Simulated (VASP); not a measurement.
Write the native input for VASP 6.6.1 that does the following.

```yaml
Task: atomic charges
Functional: PBE
Dispersion: TS
Potentials_or_basis: VASP PAW PBE potentials, release 64 (F, Cd, Cl)
Cutoff: 520 eV
k_mesh: 1 × 1 × 1
Occupations: gaussian, width 0.01 eV
Spin: no spin polarisation
Further_INCAR_settings: ALGO = Normal; EDIFF = 1e-07
```

The structure of FCdCl lies in POSCAR:

```
CdClF
1.0
   10.0000000000      0.0000000000      0.0000000000
    0.0000000000     14.0000000000      0.0000000000
    0.0000000000      0.0000000000     10.0000000000
F Cd Cl
1 1 1
Direct
    0.4529200000      0.6467500000      0.4982800000
    0.4975700000      0.5127214300      0.5030100000
    0.5496800000      0.3562500000      0.5085200000
```

The input as run:

INCAR

```
ALGO = Normal
EDIFF = 1E-7
ENCUT = 520
GGA = PE
ISIF = 2
ISMEAR = 0
IVDW = 2
LASPH = T
LCHARG = F
LORBIT = 10
LREAL = F
LWAVE = F
NELM = 80
PREC = Accurate
SIGMA = 0.01
```

KPOINTS

```
k-points
0
Gamma
  1 1 1
```

Potentials or basis: VASP PAW PBE potentials, release 64 (F, Cd, Cl).

Command:

```console
$ cat potpaw_PBE.64/F/POTCAR potpaw_PBE.64/Cd/POTCAR potpaw_PBE.64/Cl/POTCAR > POTCAR
$ mpirun -np 1 vasp_gam > vasp.out
```

Results of the run:

The largest force is 0.652 eV/Å. The gap between the frontier levels is 4.54 eV. The valence electrons inside the program's atomic spheres are F 6.04; Cd 10.30; Cl 5.09. The hirshfeld charges are F -0.34; Cd +0.59; Cl -0.25 e and the dispersion energy per atom is -0.002 eV.

Wall time 71 s on 1 thread of AMD EPYC 9R45 96-Core Processor (Zen 5) (shared host), peak memory 1.2 GiB.
